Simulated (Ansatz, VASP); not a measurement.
# Gd (Gadolinium) in two plane-wave programs

One calculation is typed for both programs; each brings its own data sets and cutoff. How far apart do they land?

Main program and level: Ansatz 0.2.0; plane waves, with VASP 6.6.1 beside it; single point at LDA, DFT+U, band structure at LDA, DFT+U and electric field gradients at LDA, DFT+U.

**1. The starting structure**

Symmetry: P6_3/mmc, No. 194, hexagonal system. Conventional cell: a = 3.636 Å, b = 3.636 Å, c = 5.783 Å, α = 90.00°, β = 90.00°, γ = 120.00°. Nearest to Gd lie 12 Gd at 3.57 to 3.64 Å.

**2. Ansatz: single point, LDA, DFT+U**

Ansatz runs on its default PAW (the set named soft_2) files.

With cell and atoms fixed, the geometry can't cause a difference; cores, projectors, grids and the points listed under the comparison can.

The input, input.yaml:

```yaml
crystal:
  lattice:
    - [3.636, 0.0, 0.0]
    - [-1.818, 3.1488683682, 0.0]
    - [0.0, 0.0, 5.7826]
  atoms:
    - { symbol: Gd, position: [0.3333333333, 0.6666666667, 0.25], spin: 7.0 }
    - { symbol: Gd, position: [0.6666666667, 0.3333333333, 0.75], spin: 7.0 }
hamiltonian:
  xc: lda
  pseudopotentials: { kind: paw }
  hubbard: { sites: [{ species: Gd, l: f, u_eff: 5.0 }] }
magnetization:
  spin_polarized: true
kpoints:
  mp_grid: { grid: [7, 7, 4] }
scf:
  occupations: { method: methfessel_paxton, width: 0.2 }
  n_extra_bands: 13
output:
  forces: true
  stress: true
  eigenvalues: true
```

Started as:

```bash
$ ansatz run input.yaml --threads 2 --pin off --max-ram 4608MiB --backend cpu --events-out ev --progress --plain --runs-dir out
```

Numbers of over 12 decimals in the logs are rounded to 6 here.

Log:

```text
Gd: projections on atomic orbitals take those of the free atom [Kr 4d10] 4f7 5s2 5p6 5d1 6s2, of charge +0.00 (hamiltonian.pseudopotentials.projection_atoms); the dataset's partial waves leave at most 2.5e-4 of an orbital's norm unspanned inside its sphere
scf.n_extra_bands = 13 over 18 filled bands (N_el = 36.0): the run solves 31 bands
Engine: ansatz 0.2.0, aarch64-unknown-linux-gnu
Pseudopotentials: kind: paw
Pseudopotential: Gd, paw, valence charge 18, recommended cutoff 420 eV (normal), Gd.paw.azcp
Functional definition: SPW92
  exchange = slater_x
  correlation = pw_c
Crystal: 2 atoms, lattice volume = 66.207 Å³
Basis set: ecut = 420 eV, 1291 PW (Γ)
Bands: 31, of which v1, the nominal top of the filled ones, is band 18 counted from 1 (17 counted from 0)
Symmetry: 24 space group operations
Space group: P63/mmc (ITA 194), of the structure as read, at distance tolerance 4.0e-5 Å
Magnetic group: BNS 194.263 (UNI 1493), of the structure as read, at distance tolerance 4.0e-5 Å
k-points: 24 of 196
Non-local potential: Gd, projectors of the file, l = 0: 3, l = 1: 2, l = 2: 2, l = 3: 3
PAW form: soft (Blöchl's): semilocal exchange-correlation on the pseudo side does not see the compensation charge
PAW frozen core: Gd, regenerated for the run's functional, and the local potential with it (the file was generated under x = pbe(κ = 0.804, μ = 0.219515), c = pbe(β = 0.066725))
PAW one-centre angular grid: Gd, 590 points (default); XC on 64 Gauss nodes
Initial density: superposition of atomic densities (chi_scale 0.1, normalization cell)
Initial wavefunctions: pseudopotential atomic-orbital guess
Functional: x = slater, c = lda
SCF iter   1: F=—  HF=-18252.420694 eV  |F-HF|=—  |Δ(HF+E_count)|=         —  Δρ=5.18e-2 (↑1.54e-2 ↓5.18e-2)  dr2=1.07e0  dr2_m=6.36e-1  M=14.653 μB ∫|m|=14.653 μB  β_m=0.30  ethr=3.10e-3  ⟨swp⟩=4.8  Hψ=5401  notcnv=0
preconditioner: auto → Kerker (q_TF=auto, 2.465 Å⁻¹)  [metal: Δε(μ)=0.020 eV  Ē_g=13.847 eV  σ=0.200 eV  W_gap=0.09  n_scr=22 (ndim 8)  ℏωp=25.8 eV  f_vac=0.000  D(μ)=3.59/eV (n_scr^D=34)]
spin=Collinear: Kerker preconditioning applied to the charge; magnetization (m = ρ↑ − ρ↓) channel mixes plain (no charge-response kernel on spin).
SCF iter   2: F=—  HF=-18252.766968 eV  |F-HF|=—  |Δ(HF+E_count)|=   3.46e-1  Δρ=4.27e-2 (↑1.45e-2 ↓4.27e-2)  dr2=6.98e-1  dr2_m=4.60e-1  M=14.942 μB ∫|m|=14.942 μB  β_m=0.41  ethr=2.98e-3  ⟨swp⟩=1.8  Hψ=2367  notcnv=0  defer=1
SCF iter   3: F=—  HF=-18253.403694 eV  |F-HF|=—  |Δ(HF+E_count)|=   6.37e-1  Δρ=8.17e-3 (↑4.06e-3 ↓8.17e-3)  dr2=9.51e-2  dr2_m=6.89e-3  M=15.501 μB ∫|m|=15.501 μB  β_m=0.51  ethr=1.94e-3  ⟨swp⟩=3.0  Hψ=2947  notcnv=0  defer=1
SCF iter   4: F=—  HF=-18253.352262 eV  |F-HF|=—  |Δ(HF+E_count)|=   5.14e-2  Δρ=4.11e-3 (↑2.55e-3 ↓4.11e-3)  dr2=6.19e-3  dr2_m=5.00e-3  M=15.579 μB ∫|m|=15.579 μB  β_m=0.76  ethr=2.64e-4  ⟨swp⟩=2.2  Hψ=3128  notcnv=0
SCF iter   5: F=—  HF=-18253.370008 eV  |F-HF|=—  |Δ(HF+E_count)|=   1.77e-2  Δρ=3.33e-3 (↑1.32e-3 ↓3.33e-3)  dr2=9.58e-3  dr2_m=2.13e-3  M=15.541 μB ∫|m|=15.541 μB  β_m=0.73  ethr=1.72e-5  ⟨swp⟩=2.0  Hψ=2828  notcnv=0
SCF iter   6: F=—  HF=-18253.370810 eV  |F-HF|=—  |Δ(HF+E_count)|=   8.02e-4  Δρ=1.34e-3 (↑5.60e-4 ↓1.34e-3)  dr2=1.52e-3  dr2_m=3.62e-4  M=15.563 μB ∫|m|=15.563 μB  β_m=0.86  ethr=1.72e-5  ⟨swp⟩=2.0  Hψ=2417  notcnv=0
SCF iter   7: F=—  HF=-18253.370999 eV  |F-HF|=—  |Δ(HF+E_count)|=   1.89e-4  Δρ=2.32e-4 (↑1.08e-4 ↓2.32e-4)  dr2=5.46e-5  dr2_m=9.70e-6  M=15.575 μB ∫|m|=15.575 μB  β_m=0.93  ethr=4.21e-6  ⟨swp⟩=2.0  Hψ=2344  notcnv=0
SCF iter   8: F=—  HF=-18253.371002 eV  |F-HF|=—  |Δ(HF+E_count)|=   3.24e-6  Δρ=2.85e-5 (↑1.39e-5 ↓2.85e-5)  dr2=9.36e-7  dr2_m=1.11e-7  M=15.577 μB ∫|m|=15.577 μB  β_m=0.97  ethr=1.52e-7  ⟨swp⟩=2.0  Hψ=2317  notcnv=0
Initial density: handed on by an earlier stage of this run
iter 1 solved again at ethr=5.08e-9 eV; its pass at ethr=2.78e-6 eV (dr2=1.83e-6 eV) is discarded
SCF iter   1: F=—  HF=-18253.371003 eV  |F-HF|=—  |Δ(HF+E_count)|=         —  Δρ=2.59e-5 (↑1.59e-5 ↓2.59e-5)  dr2=1.16e-6  dr2_m=7.35e-8  M=15.577 μB ∫|m|=15.577 μB  ethr=5.08e-9  ⟨swp⟩=2.5  Hψ=10758  notcnv=0
iteration 1: the SCF starts in the orbital order of the open f shells that the search before it chose, by its bands or by converging an SCF in each of two, with that order's moments; no other order was found more than 0.2 meV higher (one found slightly lower counts as degenerate)
preconditioner: auto → Kerker (q_TF=auto, 2.465 Å⁻¹)  [metal: Δε(μ)=0.031 eV  Ē_g=14.075 eV  σ=0.200 eV  W_gap=0.13  n_scr=22 (ndim 8)  ℏωp=25.8 eV  f_vac=0.000  D(μ)=1.79/eV (n_scr^D=10)]
spin=Collinear: Kerker preconditioning applied to the charge; magnetization (m = ρ↑ − ρ↓) channel mixes plain (no charge-response kernel on spin).
SCF iter   2: F=—  HF=-18253.371003 eV  |F-HF|=—  |Δ(HF+E_count)|=   1.98e-7  Δρ=2.61e-5 (↑2.61e-5 ↓1.09e-5)  dr2=1.09e-6  dr2_m=4.22e-8  M=15.578 μB ∫|m|=15.578 μB  β_m=0.30  ethr=3.22e-9  ⟨swp⟩=2.4  Hψ=2455  notcnv=0
SCF iter   3: F=—  HF=-18253.371002 eV  |F-HF|=—  |Δ(HF+E_count)|=   4.34e-7  S|Δr|=    0.00e0  Δρ=1.36e-5 (↑1.36e-5 ↓7.09e-6)  dr2=4.11e-7  dr2_m=8.14e-9  M=15.577 μB ∫|m|=15.577 μB  β_m=0.40  ethr=3.04e-9  ⟨swp⟩=2.0  Hψ=2009  notcnv=0
SCF iter   4: F=-18253.371002 eV  HF=-18253.371002 eV  |F-HF|=7.11e-8  |Δ(HF+E_count)|=   1.38e-7  S|Δr|=    0.00e0  Δρ=5.05e-6 (↑5.05e-6 ↓3.76e-6)  dr2=8.74e-8  dr2_m=7.55e-10  M=15.577 μB ∫|m|=15.577 μB  ethr=2.78e-10  ⟨swp⟩=4.3  Hψ=6181  notcnv=0
SCF 1 converged in 4 iterations: F = -18253.371002 eV  dr2 = 8.74e-8
  greatest PAW one-centre occupation: 0.998 electrons in one spin orbital (limit 2), on the Gd atom at site 1 (counted from 0), in its partial waves of l = 0
this state was not tested for a lower state beside it, because cold or Methfessel-Paxton smearing, or corrected tetrahedra, fill the levels in a way that the test cannot read (fill_not_monotonic; see scf.lower_state_search)
SCF converged after 12 iterations (8 of them in the search for the orbital order of the open f shells)
Magnetization: 15.5775 μB (25.7887 up, 10.2113 down)
Absolute magnetization: 15.5775 μB (∫|ρ↑−ρ↓|, with the PAW one-centre terms)
Spin contamination: 0.0085 ħ² per cell (⟨S²⟩ above its minimum at these occupations)
Per-site moments (μB) at R_I (Å): [(7.484807, 1.473869), (7.484807, 1.473869)]
Free energy (F): -18253.371002 eV
Harris-Foulkes:  -18253.371002 eV  (|F-HF|=7.11e-8)
Internal energy: -18253.373574 eV  (E = F + TS)
E sigma→0 (E₀):  -18253.371645 eV
Entropy (-TS):   0.002572 eV (1.286 meV/atom)
Fermi energy:    12.008793 eV
--- Per-component energies (eV) ---
  E_band       = -119.025674
  E_kinetic    = 808.968978
  E_local      = -4245.980025  (includes V_loc(G=0)·N_el)
  E_nonlocal   = 585.213876
  E_hartree    = 1743.509617
  E_xc         = -462.962820
  E_vxc        = -505.338330  (∫ρ·V_xc dr)
  E_hubbard    = 0.053230  (on-site DFT+U / exact-exchange correction)
  E_vhub       = -34.910100  (the Hubbard potential's part of the band-sum identity)
  E_paw        = -12488.605208  (= ΣΔE_a)
  E_vpaw       = -213.977474  (= ΣTr[D̂ρ^β])
  E_aug_tail   = 0.000000  (compensation charges beyond the density's cutoff)
  E_ewald      = -4196.129290
  E_core_change = 2.558066  (= ΣΔE_core)
  E_smearing   = 0.002572  (= −TS)
  E_closure    = 0.000000  (closes the sum)
  Σ components = -18253.371002   (vs F -18253.371002, Δ=0.00e0)
--- Forces (eV/Å), atoms counted from 1 ---
  atom   1  Gd    -0.00000000    -0.00000000     0.00000000
  atom   2  Gd     0.00000000     0.00000000     0.00000000
  max |Σ_I F_I| component: 2.31e-18 eV/Å
--- Stress (GPa, compression-positive) ---
       -3.702318       0.000000       0.000000
        0.000000      -3.702318       0.000000
        0.000000       0.000000      -3.700056
  P = ⅓ Tr σ = -3.7016 GPa (-37.016 kbar)
--- Band table (eV; the first three rows and the last of 48) ---
  k-point 0 ↑: bands = [... 14 lower, 4.2832, 4.2962, 4.2962, 4.3034, 4.3411, 4.3411, 4.3663, 4.3715, ... 9 higher]
  k-point 1 ↑: bands = [... 14 lower, 4.2752, 4.2981, 4.3166, 4.3166, 4.3512, 4.3512, 4.3671, 4.3707, ... 9 higher]
  k-point 2 ↑: bands = [... 14 lower, 4.2787, 4.2787, 4.3461, 4.3461, 4.3461, 4.3461, 4.3689, 4.3689, ... 9 higher]
  k-point 23 ↓: bands = [... 14 lower, 14.1137, 14.1137, 14.3038, 14.3038, 14.3857, 14.3857, 14.4698, 14.4698, ... 9 higher]
Occupation matrices written to <dir>
```

Run time: 9.2 s. Hardware: 2 threads of Arm Neoverse V2, shared host; peak memory 0.4 GiB; 16 s of CPU time.

The run ends at a pressure of -3.70 GPa.

(Part 1 of 3 ends here.)

[Lines on the potential files, build, host, timing and source positions are cut from VASP's logs without a mark.]

[Logs are printed without paths, hosts, clocks, repeated set-up lines and the standing remarks that a program may print on its own settings, such as how far it seeks lower states.]

[Hosts, paths, dates, database ids (printed as entryN), source tags and the programs' standing remarks are cut or masked in the printed files.]
